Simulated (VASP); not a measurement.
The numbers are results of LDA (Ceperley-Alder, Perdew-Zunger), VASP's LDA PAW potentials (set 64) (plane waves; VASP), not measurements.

A VASP calculation is set up with these files.

File POSCAR:
```
GePt
1
    5.7560100000     0.0000000000     0.0000000000
    0.0000000000     3.7300300000     0.0000000000
    0.0000000000     0.0000000000     6.1115600000
Ge Pt
4 4
Direct
  0.8139300000   0.7500000000   0.5880100000
  0.1860700000   0.2500000000   0.4119900000
  0.6860700000   0.2500000000   0.0880100000
  0.3139300000   0.7500000000   0.9119900000
  0.0018500000   0.7500000000   0.1927100000
  0.9981500000   0.2500000000   0.8072900000
  0.4981500000   0.2500000000   0.6927100000
  0.5018500000   0.7500000000   0.3072900000
```

File KPOINTS:
```
Automatic mesh
0
Gamma
3 5 3
0 0 0
```

### INCAR
```
SYSTEM = GePt
PREC = Accurate
ENCUT = 300
EDIFF = 1E-6
NELM = 100
ALGO = Normal
LREAL = .FALSE.
LASPH = .TRUE.
ISMEAR = -1
SIGMA = 0.1
LMAXMIX = 6
LWAVE = .FALSE.
LCHARG = .FALSE.
ISIF = 2
```

POTCAR, in this order: Ge_d Pt (LDA.64 set). Program: vasp_std.

At this cut-off the stress carries a Pulay error, which pulls relaxed volumes low. Unless said otherwise, spin-orbit coupling is left out, though it shifts the bands of the heavy elements here.

Problem. What does the run give for the energy per atom (σ→0), pressure, largest force, band gap (on the k-mesh)?

Solution. 
```
Quantity                                                     Value
------------------------  ----------------------------------------
energy per atom (σ→0)                               -6.842 eV/atom
band gap (on the k-mesh)  none (metal, semimetal or under 0.01 eV)
pressure                                                -60.9 kbar
largest force                                           0.095 eV/Å
```

File OSZICAR:
```
...
DAV:   7    -0.548500666901E+02    0.24064E+00   -0.70362E-01  1615   0.629E+00    0.521E+00
DAV:   8    -0.547806490144E+02    0.69418E-01   -0.17339E-01  1677   0.209E+00    0.629E-01
DAV:   9    -0.547785999062E+02    0.20491E-02   -0.15435E-02  1752   0.110E+00    0.355E-01
DAV:  10    -0.547778751305E+02    0.72478E-03   -0.32211E-03  1839   0.547E-01    0.667E-02
DAV:  11    -0.547778597098E+02    0.15421E-04   -0.26652E-04  1576   0.104E-01    0.241E-02
DAV:  12    -0.547778595760E+02    0.13380E-06   -0.21463E-05  1789   0.405E-02    0.795E-03
DAV:  13    -0.547778594000E+02    0.17602E-06   -0.12885E-06   878   0.700E-03
   1 F= -.54777859E+02 E0= -.54737212E+02  d E =-.812949E-01
```

The structure comes from a computed database's GePt entry (Pnma); how it stands against other phases isn't given here. The cell was not relaxed at this level. The k-mesh is coarse (spacing up to 0.36 per Å, 2π included), so the numbers may not be converged in it. The run is one of a series of settings (GGA removed, POTCAR Ge_d Pt (LDA.64 set) against the base run), some of them coarse on purpose.
